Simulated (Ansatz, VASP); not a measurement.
## K2ZnCdC6N6: VASP beside Ansatz

Contents of INCAR:

```
SYSTEM = K2ZnCdC6N6
ALGO = Normal
EDIFF = 1E-6
ENCUT = 520
GGA = PE
ISIF = 2
ISMEAR = 0
LASPH = .True.
LCHARG = .False.
LREAL = Auto
LWAVE = .False.
NBANDS = 62
NELM = 60
PREC = Accurate
SIGMA = 0.1
```

Contents of KPOINTS:

```
k-points
0
Gamma
  4 4 4
  0 0 0
```

Contents of POSCAR:

```
K2ZnCdC6N6
1.0
    0.0000000000      5.1785000000      5.1785000000
    5.1785000000      0.0000000000      5.1785000000
    5.1785000000      5.1785000000      0.0000000000
K Zn Cd C N
2 1 1 6 6
Direct
    0.2500000000      0.2500000000      0.2500000000
    0.7500000000      0.7500000000      0.7500000000
    0.5000000000      0.5000000000      0.5000000000
    0.0000000000      0.0000000000      0.0000000000
    0.8067973400      0.1932026600      0.1932026600
    0.1932026600      0.8067973400      0.1932026600
    0.1932026600      0.1932026600      0.8067973400
    0.1932026600      0.8067973400      0.8067973400
    0.8067973400      0.1932026600      0.8067973400
    0.8067973400      0.8067973400      0.1932026600
    0.6938302600      0.3061697400      0.3061697400
    0.3061697400      0.6938302600      0.3061697400
    0.3061697400      0.3061697400      0.6938302600
    0.3061697400      0.6938302600      0.6938302600
    0.6938302600      0.3061697400      0.6938302600
    0.6938302600      0.6938302600      0.3061697400
```

Input for Ansatz:

```yaml
crystal:
  lattice:
    - [0.0, 5.1785, 5.1785]
    - [5.1785, 0.0, 5.1785]
    - [5.1785, 5.1785, 0.0]
  atoms:
    - { symbol: K, position: [0.25, 0.25, 0.25] }
    - { symbol: K, position: [0.75, 0.75, 0.75] }
    - { symbol: Zn, position: [0.5, 0.5, 0.5] }
    - { symbol: Cd, position: [0.0, 0.0, 0.0] }
    - { symbol: C, position: [0.80679734, 0.19320266, 0.19320266] }
    - { symbol: C, position: [0.19320266, 0.80679734, 0.19320266] }
    - { symbol: C, position: [0.19320266, 0.19320266, 0.80679734] }
    - { symbol: C, position: [0.19320266, 0.80679734, 0.80679734] }
    - { symbol: C, position: [0.80679734, 0.19320266, 0.80679734] }
    - { symbol: C, position: [0.80679734, 0.80679734, 0.19320266] }
    - { symbol: "N", position: [0.69383026, 0.30616974, 0.30616974] }
    - { symbol: "N", position: [0.30616974, 0.69383026, 0.30616974] }
    - { symbol: "N", position: [0.30616974, 0.30616974, 0.69383026] }
    - { symbol: "N", position: [0.30616974, 0.69383026, 0.69383026] }
    - { symbol: "N", position: [0.69383026, 0.30616974, 0.69383026] }
    - { symbol: "N", position: [0.69383026, 0.69383026, 0.30616974] }
basis:
  ecutwfc: 420
kpoints:
  mp_grid: { grid: [4, 4, 4] }
hamiltonian:
  xc: pbe
scf:
  occupations: { method: gaussian, width: 0.1 }
  lower_state_search: "off"
output:
  forces: true
  stress: true
  eigenvalues: true
```

Alike in both runs: task single point; functional PBE; k mesh 4 × 4 × 4; occupations gaussian, width 0.1 eV; no spin polarisation.

```csv
,VASP,Ansatz
version,VASP 6.6.1,Ansatz 0.2.0
potentials or method,"VASP PAW PBE potentials, release 64 (K_sv, Zn, Cd, C, N)","scalar-relativistic, plane waves, PAW"
plane-wave cutoff (eV),520,420
valence electrons in the cell,96,104
```

Ansatz gave:

- gap on the k mesh at the Fermi level (eV): 1.75
- least direct gap on the mesh (eV): 1.83
- pressure (GPa): 18.3
- rms of the force components (eV/Å): 1.996

Problem. Estimate VASP's values.

Solution. gap on the k mesh at the Fermi level (eV): 1.75; least direct gap on the mesh (eV): 1.83; pressure (GPa): 19.0; rms of the force components (eV/Å): 1.892.

Atom by atom the forces differ by 0.150 eV/Å (rms over components). The functional is the same, so the differences come from potentials, cutoffs and numerics. The two sets of potentials don't hold the same shells in valence.

Caveats: the standard files for N, O and F lose accuracy on very short bonds; so large a pressure means that the cell lies far from this level's equilibrium, or that cutoff or potentials fall short (VASP); forces of over 1 eV/Å show positions far from the minimum, so gaps and moduli don't describe the material at rest. A k mesh can miss the band edges.
